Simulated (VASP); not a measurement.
VASP ran on this input.

### KPOINTS
```
Automatic mesh
0
Gamma
13 13 13
0 0 0
```

**POSCAR**
```
Os
1.0
  2.5067870000   0.0000000000   0.0000000000
  0.0000000000   2.5067870000   0.0000000000
  0.0000000000   0.0000000000   2.5067870000
Os
1
Cart
  0.0000000000   0.0000000000   0.0000000000
```

**INCAR**
```
# general
SYSTEM =Os
PREC   =Accurate
ENCUT  =400
LREAL  =.False.
LASPH  =.True.

# electronic loop
EDIFF  =1E-6
NELM   =100
ALGO   =Normal
LMAXMIX=6
LMIXTAU=.True.

# smearing
ISMEAR =1
SIGMA  =0.1

# functional
METAGGA=R2SCAN

# ions
IBRION =2
NSW    =60
ISIF   =3
EDIFFG =-0.01

# output
LWAVE  =.False.
LCHARG =.False.
```

POTCAR, in this order: Os (PBE.64 set). Program: vasp_std.

Translate this r2SCAN calculation to Ansatz.

One equivalent input (not run):
Ansatz 0.2 input:
```yaml
crystal:
  lattice:
    - [2.5067870, 0.0000000, 0.0000000]
    - [0.0000000, 2.5067870, 0.0000000]
    - [0.0000000, 0.0000000, 2.5067870]
  atoms:
    - { symbol: Os, position: [0.0000000, 0.0000000, 0.0000000] }
kpoints:
  mp_grid: { grid: [13, 13, 13] }
hamiltonian:
  xc: r2scan
  pseudopotentials: { kind: paw }
scf:
  occupations: { method: methfessel_paxton, width: 0.1 }
  max_iter: 100
relax:
  max_steps: 60
  f_tol: 0.01
  cell: {}
output: { forces: true, stress: true, eigenvalues: true }
```
What does not carry over: each code has its own PAW files, so the cut-off isn't converted (ENCUT is set for VASP's; basis.ecutwfc is left out, and Ansatz then takes the one that its files recommend); Ansatz stops its SCF on the density residual and VASP on the energy change (EDIFF).

The structure was generated: Os was put into the simple-cubic type (Pm-3m), which need not be its known phase. This run relaxes it. Symmetry was kept, so distortions that lower it aren't found.
